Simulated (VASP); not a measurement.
Output of a VASP run:

File OUTCAR:
```
 ion  position               nearest neighbor table
   1  0.000  0.000  0.000-   2 2.14   2 2.14   2 2.14   2 2.14   2 2.14   2 2.14
   2  0.500  0.500  0.500-   1 2.14   1 2.14   1 2.14   1 2.14   1 2.14   1 2.14
  LATTYP: Found a face centered cubic cell.
 ALAT       =     4.2828140000
 Subroutine PRICEL returns:
 Original cell was already a primitive cell.
 Subroutine GETGRP returns: Found 48 space group operations
The static configuration has the point symmetry O_h .
The dynamic configuration has the point symmetry O_h .
 Subroutine INISYM returns: Found 48 space group operations
 Subroutine IBZKPT returns following result:
 Found    165 irreducible k-points:

 Following reciprocal coordinates:
            Coordinates               Weight
  0.000000  0.000000  0.000000      1.000000
  0.058824  0.000000  0.000000      8.000000
  0.117647  0.000000  0.000000      8.000000
  0.176471  0.000000  0.000000      8.000000
  0.235294  0.000000  0.000000      8.000000
  0.294118  0.000000  0.000000      8.000000
  0.352941  0.000000  0.000000      8.000000
  0.411765  0.000000  0.000000      8.000000
  0.470588  0.000000  0.000000      8.000000
  0.058824  0.058824  0.000000      6.000000
  0.117647  0.058824  0.000000     24.000000
  0.176471  0.058824  0.000000     24.000000
  0.235294  0.058824  0.000000     24.000000
  0.294118  0.058824  0.000000     24.000000
  0.352941  0.058824  0.000000     24.000000
  0.411765  0.058824  0.000000     24.000000
  0.470588  0.058824  0.000000     24.000000
 -0.470588  0.058824  0.000000     24.000000
 -0.411765  0.058824  0.000000     24.000000
 -0.352941  0.058824  0.000000     24.000000
 -0.294118  0.058824  0.000000     24.000000
 -0.235294  0.058824  0.000000     24.000000
 -0.176471  0.058824  0.000000     24.000000
 -0.117647  0.058824  0.000000     24.000000
 -0.058824  0.058824  0.000000     12.000000
  0.117647  0.117647  0.000000      6.000000
  0.176471  0.117647  0.000000     24.000000
  0.235294  0.117647  0.000000     24.000000
  0.294118  0.117647  0.000000     24.000000
  0.352941  0.117647  0.000000     24.000000
  0.411765  0.117647  0.000000     24.000000
  0.470588  0.117647  0.000000     24.000000
 -0.470588  0.117647  0.000000     24.000000
 -0.411765  0.117647  0.000000     24.000000
 -0.352941  0.117647  0.000000     24.000000
 -0.294118  0.117647  0.000000     24.000000
 -0.235294  0.117647  0.000000     24.000000
 -0.176471  0.117647  0.000000     24.000000
 -0.117647  0.117647  0.000000     12.000000
  0.176471  0.176471  0.000000      6.000000
   k-points           NKPTS =    165   k-points in BZ     NKDIM =    165   number of bands    NBANDS=     12
   number of dos      NEDOS =    301   number of ions     NIONS =      2
   total plane-waves  NPLWV =   8000
   dimension x,y,z NGX =    20 NGY =   20 NGZ =   20
   dimension x,y,z NGXF=    40 NGYF=   40 NGZF=   40
   ions per type =               1   1
   PREC   = accura    normal or accurate (medium, high low for compatibility)
   ISTART =      0    job   : 0-new  1-cont  2-samecut
   ICHARG =      2    charge: 1-file 2-atom 10-const
   ISPIN  =      1    spin polarized calculation?
   LNONCOLLINEAR =      F non collinear calculations
   LSORBIT =      F    spin-orbit coupling
   INIWAV =      1    electr: 0-lowe 1-rand  2-diag
   ENCUT  =  400.0 eV  29.40 Ry    5.42 a.u.   4.94  4.94  4.94*2*pi/ulx,y,z
   NELM   =    100;   NELMIN=  2; NELMDL= -5     # of ELM steps
   EDIFF  = 0.1E-05   stopping-criterion for ELM
   LREAL  =      F    real-space projection
   NLSPLINE    = F    spline interpolate recip. space projectors
   LMAXMIX     =    4 max onsite mixed and CHGCAR
   VOSKOWN=      0    Vosko Wilk Nusair interpolation
   EDIFFG = 0.1E-04   stopping-criterion for IOM
   NSW    =      0    number of steps for IOM
   NBLOCK =      1;   KBLOCK =      1    inner block; outer block
   IBRION =     -1    ionic relax: 0-MD 1-quasi-New 2-CG
...
```

OSZICAR:
```
       N       E                     dE             d eps       ncg     rms          rms(c)
DAV:   1     0.121238367775E+03    0.12124E+03   -0.76560E+03  3984   0.140E+03
DAV:   2    -0.161460124469E+02   -0.13738E+03   -0.13149E+03  4212   0.376E+02
DAV:   3    -0.262447269846E+02   -0.10099E+02   -0.98337E+01  4796   0.103E+02
DAV:   4    -0.266678722369E+02   -0.42315E+00   -0.41945E+00  5420   0.198E+01
DAV:   5    -0.266819066657E+02   -0.14034E-01   -0.14033E-01  5148   0.308E+00    0.174E+01
DAV:   6    -0.220382194860E+02    0.46437E+01   -0.32697E+01  4820   0.698E+01    0.690E+00
DAV:   7    -0.216363783878E+02    0.40184E+00   -0.38961E+00  4852   0.242E+01    0.455E+00
DAV:   8    -0.217160637251E+02   -0.79685E-01   -0.14108E+00  4528   0.162E+01    0.398E+00
DAV:   9    -0.215773165461E+02    0.13875E+00   -0.40969E-01  4472   0.915E+00    0.894E-01
DAV:  10    -0.215753578779E+02    0.19587E-02   -0.69837E-02  4372   0.369E+00    0.558E-01
DAV:  11    -0.215737088761E+02    0.16490E-02   -0.78677E-03  4488   0.110E+00    0.136E-01
DAV:  12    -0.215736407983E+02    0.68078E-04   -0.11454E-03  5664   0.507E-01    0.494E-02
DAV:  13    -0.215736139088E+02    0.26890E-04   -0.20457E-04  5292   0.208E-01    0.145E-02
DAV:  14    -0.215736130343E+02    0.87451E-06   -0.93156E-06  4576   0.365E-02
   1 F= -.21573613E+02 E0= -.21570116E+02  d E =-.699434E-02
```

**OUTCAR**
```
------------------------ aborting loop because EDIFF is reached ----------------------------------------
  FORCE on cell =-STRESS in cart. coord.  units (eV):
  Direction    XX          YY          ZZ          XY          YZ          ZX
  --------------------------------------------------------------------------------------
  Total       -3.0276767     -3.0276767     -3.0276767      0.0000000     -0.0000000     -0.0000000
  in kB     -246.9974286   -246.9974286   -246.9974286      0.0000000     -0.0000000     -0.0000000
  external PRESSURE =    -246.9974286 kB  Pullay stress =       0.0000000 kB
  volume of cell :       19.64
      direct lattice vectors                 reciprocal lattice vectors
     0.000000000  2.141407000  2.141407000    -0.233491345  0.233491345  0.233491345
     2.141407000  0.000000000  2.141407000     0.233491345 -0.233491345  0.233491345
     2.141407000  2.141407000  0.000000000     0.233491345  0.233491345 -0.233491345
 POSITION                                       TOTAL-FORCE (eV/Angst)
 -----------------------------------------------------------------------------------
      0.00000      0.00000      0.00000         0.000000      0.000000      0.000000
      2.14141      2.14141      2.14141        -0.000000     -0.000000     -0.000000
 -----------------------------------------------------------------------------------
    total drift:                                0.000000     -0.000000      0.000000
  FREE ENERGIE OF THE ION-ELECTRON SYSTEM (eV)
  ---------------------------------------------------
  free  energy   TOTEN  =       -21.5736130343 eV

  energy  without entropy=      -21.5666186968  energy(sigma->0) =      -21.57011587
```
(Selected blocks of OUTCAR.)

File POSCAR:
```
TiN
1
    0.0000000000     2.1414070000     2.1414070000
    2.1414070000     0.0000000000     2.1414070000
    2.1414070000     2.1414070000     0.0000000000
Ti N
1 1
Direct
  0.0000000000   0.0000000000   0.0000000000
  0.5000000000   0.5000000000   0.5000000000
```

Question: Write an INCAR and KPOINTS that could have produced this output.

Answer: Several could match; the one computed here: the input of the run itself, LDA (Ceperley-Alder, Perdew-Zunger), plane waves, VASP's LDA PAW potentials (set 64).

**INCAR**
```
# general
SYSTEM  = TiN
PREC    = Accurate
ENCUT   = 400
LREAL   = .FALSE.   # projection in real space or not
LASPH   = .TRUE.   # aspherical one-centre terms

# electronic loop
EDIFF   = 1E-6   # SCF stop (eV)
NELM    = 100   # most electronic steps
ALGO    = Normal
LMAXMIX = 4   # l cut-off of mixed one-centre charges

# smearing
ISMEAR  = -1   # Fermi-Dirac
SIGMA   = 0.05

# ions
ISIF    = 2

# output
LWAVE   = .FALSE.
LCHARG  = .FALSE.
```

File KPOINTS:
```
Automatic mesh
0
Gamma
17 17 17
0 0 0
```

POTCAR, in this order: Ti_sv N (LDA.64 set). Program: vasp_std.

At this cut-off the stress carries a Pulay error, which pulls relaxed volumes low.

The structure comes from a computed database's TiN entry; how it stands against other phases isn't given here. The cell was not relaxed at this level. The run is one of a series of settings (GGA removed, POTCAR Ti_sv N (LDA.64 set) against the base run), some of them coarse on purpose. The electron count is odd and the run is not spin-polarised, which forces a metal.
